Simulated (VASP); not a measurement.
```yaml
crystal:
  lattice:
    - [1.83716, -3.18206, 0.00000]
    - [1.83716, 3.18206, 0.00000]
    - [0.00000, 0.00000, 6.04935]
  atoms:
    - { symbol: Zn, position: [0.66667, 0.33333, 0.50103] }
    - { symbol: Zn, position: [0.33333, 0.66667, 0.00103] }
    - { symbol: S, position: [0.66667, 0.33333, 0.87397] }
    - { symbol: S, position: [0.33333, 0.66667, 0.37397] }
```

Calculation: LDA (Ceperley-Alder, Perdew-Zunger), VASP's LDA PAW potentials (set 64) (plane waves; VASP). Numerical set-up: 500 eV cut-off, 7×7×4 Γ-centred mesh, Gaussian smearing of 0.050 eV, potentials Zn S.

Task: Predict the energy per atom (σ→0), pressure.

Result: 
The energy per atom (σ→0) comes out as -4.086 eV/atom and the pressure is 5.09 GPa.

Only differences to runs with the same potentials and settings are physical.

The compound is ZnS in the wurtzite structure, the high-temperature form. It was relaxed first under an external pressure of 5 GPa.
